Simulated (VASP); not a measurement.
The input files of a VASP run:

INCAR:
```
SYSTEM = Pb
PREC = Accurate
ENCUT = 400
EDIFF = 1E-6
NELM = 100
ALGO = Normal
LREAL = .FALSE.
LASPH = .TRUE.
ISMEAR = 1
SIGMA = 0.1
GGA = PE
LMAXMIX = 4
LWAVE = .FALSE.
LCHARG = .FALSE.
ISIF = 2
ISPIN = 2
MAGMOM = 1.0 1.0 1.0
```

KPOINTS:
```
Automatic mesh
0
Gamma
9 9 9
0 0 0
```

**POSCAR**
```
Pb
1
    0.0000000000     2.5245000000     2.5245000000
    2.5245000000     0.0000000000     2.5245000000
    2.5245000000     2.5245000000     0.0000000000
Pb
1
Direct
  0.0000000000   0.0000000000   0.0000000000
```

POTCAR, in this order: Pb_d (PBE.64 set). Program: vasp_std.

### Question
One choice in this input is risky. Which, and does it do harm here?

### Answer
The risk: MAGMOM holds more values than there are atoms. Here it does no harm: the run (PBE GGA, plane waves, VASP's PBE PAW potentials (set 64)) converges to the same energy and pressure as with the safe setting.
File OSZICAR:
```
       N       E                     dE             d eps       ncg     rms          rms(c)
DAV:   1     0.981301401121E+02    0.98130E+02   -0.59967E+03  1724   0.105E+03
DAV:   2     0.118486492541E+01   -0.96945E+02   -0.94811E+02  1740   0.292E+02
DAV:   3    -0.336952241829E+01   -0.45544E+01   -0.45452E+01  2064   0.730E+01
DAV:   4    -0.346964328744E+01   -0.10012E+00   -0.10011E+00  2152   0.121E+01
DAV:   5    -0.347363433882E+01   -0.39911E-02   -0.39910E-02  2248   0.207E+00    0.414E+00
DAV:   6    -0.357288517668E+01   -0.99251E-01   -0.25684E-02  2036   0.222E+00    0.151E+00
DAV:   7    -0.357967339572E+01   -0.67882E-02   -0.87142E-03  1892   0.988E-01    0.203E-01
DAV:   8    -0.357927784667E+01    0.39555E-03   -0.19242E-03  2144   0.596E-01    0.115E-01
DAV:   9    -0.357904759853E+01    0.23025E-03   -0.38507E-04  1956   0.201E-01    0.435E-02
DAV:  10    -0.357904197408E+01    0.56244E-05   -0.12768E-04  2068   0.187E-01    0.244E-02
DAV:  11    -0.357893413417E+01    0.10784E-03   -0.33193E-05  2064   0.107E-01    0.410E-03
DAV:  12    -0.357893312768E+01    0.10065E-05   -0.14668E-06  1856   0.201E-02    0.252E-03
DAV:  13    -0.357893210119E+01    0.10265E-05   -0.31444E-07  1168   0.945E-03    0.918E-04
DAV:  14    -0.357893196920E+01    0.13199E-06   -0.40427E-08  1128   0.306E-03
   1 F= -.35789320E+01 E0= -.35786843E+01  d E =-.742945E-03  mag=    -0.0000
```

The compound is Pb in the fcc structure. The cell was not relaxed at this level.
